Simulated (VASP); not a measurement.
# GaHg (Fm-3m) in VASP: equation of state

Aim: energy against volume of GaHg in PBE, for its equilibrium volume and stiffness.

Everything below comes from runs of VASP 6.6.1. Logs are shortened: lines on timing, memory, paths and dates and some standing lists are left out, and cuts for length are marked.

## Step 1: Starting point

Symmetry: Fm-3m, No. 225, cubic system. Conventional cell: a = 5.794 Å, b = 5.794 Å, c = 5.794 Å, α = 90.00°, β = 90.00°, γ = 90.00°. Ga (site symmetry m-3m) is surrounded by 6 Hg at 2.90 Å. Around Hg (site symmetry m-3m) lie 6 Ga at 2.90 Å.

The cell was built by a generator and needn't be a form met in nature.

## Step 2: Equation of state, PBE, 22.85 Å³/atom (volume scaled by 0.94)

Input file INCAR:

```
  PREC = Accurate
  ENCUT = 520
  EDIFF = 1E-7
  ISMEAR = -1
  SIGMA = 0.05
  LREAL = False
  LASPH = True
  NELM = 80
  ALGO = Normal
  ISIF = 2
  LWAVE = False
  LCHARG = False
  GGA = PE
  NBANDS = 20
```

Input file KPOINTS:

```
Automatic mesh
0
Gamma
  8 8 8
```

Input file POSCAR:

```
GaHg
1.0
    0.0000000000      2.8377825901      2.8377825901
    2.8377825901      0.0000000000      2.8377825901
    2.8377825901      2.8377825901      0.0000000000
Ga Hg
1 1
Direct
    0.0000000000      0.0000000000      0.0000000000
    0.5000000000      0.5000000000      0.5000000000
```

Potentials or basis: VASP PAW PBE potentials, release 64 (Ga_d, Hg).

Started as:

```bash
cat potpaw_PBE.64/Ga_d/POTCAR potpaw_PBE.64/Hg/POTCAR > POTCAR
mpirun -np 1 vasp_std > vasp.out
```

OUTCAR:

```text
PREC = Accurate
   ENCUT = 520
   EDIFF = 1E-7
   ISMEAR = -1
   LREAL = False
   LASPH = True
   NELM = 80
   ISIF = 2
   GGA = PE

 Found     29 irreducible k-points:

 Following reciprocal coordinates:
            Coordinates               Weight
  0.000000  0.000000  0.000000      1.000000
  0.125000  0.000000  0.000000      8.000000
  0.250000  0.000000  0.000000      8.000000
  0.375000  0.000000  0.000000      8.000000
  0.500000  0.000000  0.000000      4.000000
  0.125000  0.125000  0.000000      6.000000
   k-points           NKPTS =     29   k-points in BZ     NKDIM =     29   number of bands    NBANDS=     20
   number of dos      NEDOS =    301   number of ions     NIONS =      2
   total plane-waves  NPLWV =  27000
   dimension x,y,z NGX =    30 NGY =   30 NGZ =   30
   dimension x,y,z NGXF=    60 NGYF=   60 NGZF=   60
   ions per type =               1   1
   NGX,Y,Z   is equivalent  to a cutoff of  12.43, 12.43, 12.43 a.u.
   NGXF,Y,Z  is equivalent  to a cutoff of  24.85, 24.85, 24.85 a.u.
 SYSTEM =  unknown system
   PREC   = accura    normal or accurate (medium, high low for compatibility)
   ISTART =      0    job   : 0-new  1-cont  2-samecut
   ICHARG =      2    charge: 1-file 2-atom 10-const
   ISPIN  =      1    spin polarized calculation?
   LNONCOLLINEAR =      F non collinear calculations
   LSORBIT =      F    spin-orbit coupling
   LASPH  =      T    aspherical Exc in radial PAW
   ENCUT  =  520.0 eV  38.22 Ry    6.18 a.u.   7.46  7.46  7.46*2*pi/ulx,y,z
   NELM   =     80;   NELMIN=  2; NELMDL= -5     # of ELM steps
   EDIFF  = 0.1E-06   stopping-criterion for ELM
   LREAL  =      F    real-space projection
   EDIFFG = 0.1E-05   stopping-criterion for IOM
   NSW    =      0    number of steps for IOM
   IBRION =     -1    ionic relax: 0-MD 1-quasi-New 2-CG
   NFREE  =      0    steps in history (QN), initial steepest desc. (CG)
   ISIF   =      2    stress and relaxation
   ISYM   =      2    0-nonsym 1-usesym 2-fastsym
   POTIM  = 0.5000    time-step for ionic-motion
   TEBEG  =    0.0;   TEEND  =   0.0 temperature during run
   PSTRESS=    0.0 pullay stress
   NELECT =      25.0000    total number of electrons
   NUPDOWN=      -1.0000    fix difference up-down
   EMIN   =  10.00;   EMAX   =-10.00  energy-range for DOS
   EFERMI =   0.00;   METHOD = LEGACY
   ISMEAR =    -1;   SIGMA  =   0.05  broadening in eV -4-tet -1-fermi 0-gaus
   EFERMI_NEDOS =   21; number of points for ismear=-14 and -15
   IALGO  =     38    algorithm
   IMIX   =      4    mixing-type and parameters
     AMIX     =   0.40;   BMIX     =  1.00
     AMIX_MAG =   1.60;   BMIX_MAG =  1.00
  volume/ion in A,a.u.               =      22.85       154.22
  Fermi-wavevector in a.u.,A,eV,Ry     =   1.338851  2.530062 24.388758  1.792523
  Thomas-Fermi vector in A             =   2.467289
   LORBIT       =      0    0 simple, 1 ext, 2 COOP (PROOUT), +10 PAW based schemes
   GGA     = PE    functional components
   LHFCALC =     F    Hartree Fock is set to
   AEXX    =    0.0000 exact exchange contribution
   IVDW    =     0    specifies the selected vdW correction
   LEPSILON=     F    determine dielectric tensor
   LRPA    =     F    only Hartree local field effects (RPA)
 non-spin polarized calculation
  energy-cutoff  :      520.00
  volume of cell :       45.71
 maximum number of plane-waves:      1249
 NGX is ok and might be reduce to    30
   NGX = 15   NGY = 15   NGZ = 15

 number of electron      24.9999990 magnetization

 Free energy of the ion-electron system (eV)
  ---------------------------------------------------
  ext. energy  EPLUGINS =         0.00000000
  ---------------------------------------------------
  free energy    TOTEN  =        -2.88791035 eV

  energy without entropy =       -2.87964069  energy(sigma->0) =       -2.88377552

 E-fermi :   3.4717     XC(G=0): -10.4811

 val. band max:        3.4654329867   @ k =  -0.1250   0.1250   0.0000
 cond. band min:       3.5389436685   @ k =   0.5000   0.2500   0.0000
 fundamental gap:      0.0735106818
 Fermi energy:         3.4716973806

 k-point     1 :       0.0000    0.0000    0.0000
  band No.  band energies     occupation
      1     -11.4561      2.00000
      2     -11.4561      2.00000
      3     -11.4131      2.00000
      4     -11.4131      2.00000
      5     -11.4131      2.00000
      6      -6.2570      2.00000
      7      -3.6697      2.00000
      8      -3.6697      2.00000
      9      -3.6697      2.00000
     10      -3.6241      2.00000
     11      -3.6241      2.00000
     12       6.6917      0.00000
     13       6.6917      0.00000
     14       6.6917      0.00000
     15       7.5603      0.00000
     16      12.5441      0.00000
     17      13.4073      0.00000
     18      13.4073      0.00000
     19      13.4073      0.00000
     20      13.6329      0.00000

 k-point     2 :       0.1250    0.0000    0.0000
  band No.  band energies     occupation
      1     -11.4518      2.00000
      2     -11.4518      2.00000
      3     -11.4119      2.00000
      4     -11.4098      2.00000
      5     -11.4098      2.00000
      6      -6.0243      2.00000
      7      -3.6873      2.00000
      8      -3.6873      2.00000
      9      -3.6864      2.00000
     10      -3.6251      2.00000
     11      -3.6251      2.00000
     12       4.6298      0.00000
     13       6.7999      0.00000
     14       6.7999      0.00000
     15       9.0588      0.00000
     16      11.6292      0.00000
     17      12.4949      0.00000
     18      12.4949      0.00000
     19      12.8352      0.00000
     20      13.9467      0.00000

 k-point     3 :       0.2500    0.0000    0.0000
  band No.  band energies     occupation
      1     -11.4420      2.00000
      2     -11.4420      2.00000
      3     -11.4088      2.00000
      4     -11.4012      2.00000
      5     -11.4012      2.00000
      6      -5.3479      2.00000
      7      -3.8077      2.00000
      8      -3.8077      2.00000
      9      -3.7091      2.00000
     10      -3.5452      2.00000
     11      -3.5452      2.00000
     12       2.1379      2.00000
     13       7.1144      0.00000
     14       7.1144      0.00000
     15       9.2499      0.00000
     16      10.9518      0.00000
     17      10.9518      0.00000
     18      11.1266      0.00000
     19      13.3724      0.00000
     20      14.9190      0.00000

 k-point     4 :       0.3750    0.0000    0.0000
  band No.  band energies     occupation
      1     -11.4330      2.00000
      2     -11.4330      2.00000
      3     -11.4058      2.00000
      4     -11.3916      2.00000
      5     -11.3916      2.00000
      6      -4.4237      2.00000
      7      -3.9272      2.00000
      8      -3.9272      2.00000
      9      -3.5512      2.00000
     10      -3.4597      2.00000
     11      -3.4597      2.00000
     12      -0.1480      2.00000
     13       7.6242      0.00000
     14       7.6242      0.00000
     15       8.7030      0.00000
     16       9.5867      0.00000
     17       9.5867      0.00000
     18      10.7319      0.00000
     19      15.5344      0.00000
     20      16.4307      0.00000

 k-point     5 :       0.5000    0.0000    0.0000
  band No.  band energies     occupation
      1     -11.4295      2.00000
      2     -11.4295      2.00000
      3     -11.4045      2.00000
      4     -11.3874      2.00000
      5     -11.3874      2.00000
      6      -4.1107      2.00000
      7      -3.9759      2.00000
      8      -3.9759      2.00000
      9      -3.4233      2.00000
     10      -3.4233      2.00000
     11      -2.7871      2.00000
     12      -1.6417      2.00000
     13       8.1510      0.00000
     14       8.1510      0.00000
     15       8.4695      0.00000
     16       8.7595      0.00000
     17       8.7596      0.00000
     18      10.5958      0.00000
     19      17.5948      0.00000
     20      17.7082      0.00000

 k-point     6 :       0.1250    0.1250    0.0000
  band No.  band energies     occupation
      1     -11.4537      2.00000
      2     -11.4485      2.00000
      3     -11.4154      2.00000
      4     -11.4070      2.00000
      5     -11.4070      2.00000
      6      -5.9526      2.00000
      7      -3.7392      2.00000
      8      -3.7013      2.00000
      9      -3.6350      2.00000
     10      -3.6350      2.00000
     11      -3.6050      2.00000
     12       5.0089      0.00000
     13       6.1497      0.00000
     14       6.1497      0.00000
     15       9.8261      0.00000
     16      10.8959      0.00000
     17      11.3689      0.00000
     18      13.1321      0.00000
     19      13.1321      0.00000
     20      15.1773      0.00000

 [... further k-points ...]

------------------------ aborting loop because EDIFF is reached ----------------------------------------

  FORCE on cell =-STRESS in cart. coord.  units (eV):
  Direction    XX          YY          ZZ          XY          YZ          ZX
  --------------------------------------------------------------------------------------
  -------------------------------------------------------------------------------------
  Total        0.7257350      0.7257350      0.7257350     -0.0000000     -0.0000000     -0.0000000
  in kB       25.4402447     25.4402447     25.4402447     -0.0000000     -0.0000000     -0.0000000
  external PRESSURE =      25.4402447 kB  Pullay stress =       0.0000000 kB

 VOLUME and BASIS-vectors are now :
 -----------------------------------------------------------------------------
  energy-cutoff  :      520.00
  volume of cell :       45.71
      direct lattice vectors                 reciprocal lattice vectors
     0.000000000  2.837782590  2.837782590    -0.176193906  0.176193906  0.176193906
     2.837782590  0.000000000  2.837782590     0.176193906 -0.176193906  0.176193906
     2.837782590  2.837782590  0.000000000     0.176193906  0.176193906 -0.176193906

 POSITION                                       TOTAL-FORCE (eV/Angst)
 -----------------------------------------------------------------------------------
      0.00000      0.00000      0.00000        -0.000000      0.000000     -0.000000
      2.83778      2.83778      2.83778         0.000000     -0.000000      0.000000
 -----------------------------------------------------------------------------------
    total drift:                               -0.000000      0.000000      0.000000

  FREE ENERGIE OF THE ION-ELECTRON SYSTEM (eV)
  ---------------------------------------------------
  free  energy   TOTEN  =        -2.8879103503 eV

  energy  without entropy=       -2.8796406948  energy(sigma->0) =       -2.88377552
```

Run time: 25 s. Hardware: 1 thread of Intel Xeon Platinum 8259CL at 2.50GHz (Skylake/Cascade Lake), shared host; peak memory 0.18 GiB.

Results:

| Quantity | Value |
| --- | --- |
| Free energy | -2.8879 eV |
| Pressure | 2.5 GPa |
| Band gap on the k mesh | none (metal or under the smearing width) |

## Step 3: Equation of state, PBE, 23.34 Å³/atom (volume scaled by 0.96)

Input file INCAR:

```
SYSTEM = GaHg
ALGO = Normal
EDIFF = 1E-7
ENCUT = 520
GGA = PE
ISIF = 2
ISMEAR = -1
LASPH = .TRUE.
LCHARG = .FALSE.
LREAL = .FALSE.
LWAVE = .FALSE.
NBANDS = 20
NELM = 60
PREC = Accurate
SIGMA = 0.05
```

Input file KPOINTS:

```
k-points
0
G
  8 8 8
  0 0 0
```

Input file POSCAR:

```
GaHg
1.0
    0.0000000000      2.8577676329      2.8577676329
    2.8577676329      0.0000000000      2.8577676329
    2.8577676329      2.8577676329      0.0000000000
Ga Hg
1 1
Direct
    0.0000000000      0.0000000000      0.0000000000
    0.5000000000      0.5000000000      0.5000000000
```

Potentials or basis: VASP PAW PBE potentials, release 64 (Ga_d, Hg).

Started as:

```bash
cat potpaw_PBE.64/Ga_d/POTCAR potpaw_PBE.64/Hg/POTCAR > POTCAR
mpirun -np 1 vasp_std > vasp.out
```

It took 24 s on 1 thread of Intel Xeon Platinum 8259CL at 2.50GHz (Skylake/Cascade Lake), shared host; peak memory 0.18 GiB.

It converged, with:

* Free energy: -2.9010 eV
* Pressure: 1.7 GPa
* Band gap on the k mesh: none (metal or under the smearing width)

## Step 4: Equation of state, PBE, 23.83 Å³/atom (volume scaled by 0.98)

Input file INCAR:

```
ALGO = Normal
EDIFF = 1E-7
ENCUT = 520
GGA = PE
ISIF = 2
ISMEAR = -1
LASPH = T
LCHARG = F
LREAL = F
LWAVE = F
NBANDS = 20
NELM = 100
PREC = Accurate
SIGMA = 0.05
```

Input file KPOINTS:

```
k-points
0
Gamma
  8 8 8
```

Input file POSCAR:

```
GaHg
1.0
    0.0000000000      2.8774769981      2.8774769981
    2.8774769981      0.0000000000      2.8774769981
    2.8774769981      2.8774769981      0.0000000000
Ga Hg
1 1
Direct
    0.0000000000      0.0000000000      0.0000000000
    0.5000000000      0.5000000000      0.5000000000
```

Started as:

```bash
cat potpaw_PBE.64/Ga_d/POTCAR potpaw_PBE.64/Hg/POTCAR > POTCAR
mpirun -np 1 vasp_std > vasp.out
```

Run time: 26 s. Hardware: 1 thread of Intel Xeon Platinum 8259CL at 2.50GHz (Skylake/Cascade Lake), shared host; peak memory 0.18 GiB.

Results (log left out):

- Free energy: -2.9089 eV
- Pressure: 0.9 GPa
- Band gap on the k mesh: none (metal or under the smearing width)

## Step 5: Equation of state, PBE, 24.80 Å³/atom (volume scaled by 1.02)

Input file INCAR:

```
PREC = Accurate
ENCUT = 520
EDIFF = 1E-7
ISMEAR = -1
SIGMA = 0.05
LREAL = False
LASPH = True
NELM = 80
ALGO = Normal
ISIF = 2
LWAVE = False
LCHARG = False
GGA = PE
NBANDS = 20
```

Input file KPOINTS:

```
Automatic mesh
0
Gamma
  8 8 8
```

Input file POSCAR:

```
GaHg
1.0
    0.0000000000      2.9161054598      2.9161054598
    2.9161054598      0.0000000000      2.9161054598
    2.9161054598      2.9161054598      0.0000000000
Ga Hg
1 1
Direct
    0.0000000000      0.0000000000      0.0000000000
    0.5000000000      0.5000000000      0.5000000000
```

Started as:

```bash
cat potpaw_PBE.64/Ga_d/POTCAR potpaw_PBE.64/Hg/POTCAR > POTCAR
mpirun -np 1 vasp_std > vasp.out
```

It took 22 s on 1 thread of Intel Xeon Platinum 8259CL at 2.50GHz (Skylake/Cascade Lake), shared host; peak memory 0.19 GiB.

Results (log left out):

* Free energy: -2.9124 eV
* Pressure: -0.3 GPa
* Band gap on the k mesh: none (metal or under the smearing width)

## Step 6: Equation of state, PBE, 25.28 Å³/atom (volume scaled by 1.04)

Input file INCAR:

```
PREC     = Accurate       # precision mode
ENCUT    = 520            # plane-wave cutoff, eV
EDIFF    = 1E-7           # SCF threshold, eV
ISMEAR   = -1             # smearing method
SIGMA    = 0.05           # smearing width, eV
LREAL    = False          # projectors in reciprocal space
LASPH    = True           # aspherical terms in the spheres
NELM     = 100            # most SCF steps
ALGO     = Normal         # electronic algorithm
ISIF     = 2              # what is computed and relaxed
LWAVE    = False          # write WAVECAR
LCHARG   = False          # write CHGCAR
GGA      = PE             # functional
NBANDS   = 20             # bands
```

KPOINTS is that of step 5.

Input file POSCAR:

```
GaHg
1.0
    0.0000000000      2.9350417401      2.9350417401
    2.9350417401      0.0000000000      2.9350417401
    2.9350417401      2.9350417401      0.0000000000
Ga Hg
1 1
Direct
    0.0000000000      0.0000000000      0.0000000000
    0.5000000000      0.5000000000      0.5000000000
```

Potentials or basis: VASP PAW PBE potentials, release 64 (Ga_d, Hg).

Started as:

```bash
cat potpaw_PBE.64/Ga_d/POTCAR potpaw_PBE.64/Hg/POTCAR > POTCAR
mpirun -np 1 vasp_std > vasp.out
```

Wall time 22 s (1 thread of Intel Xeon Platinum 8259CL at 2.50GHz (Skylake/Cascade Lake), shared host); peak memory 0.19 GiB.

The run converged. Its results:

```
Free energy            : -2.9092 eV
Pressure               : -0.8 GPa
Band gap on the k mesh : none (metal or under the smearing width)
```

(Continued in part 2 of 2.)
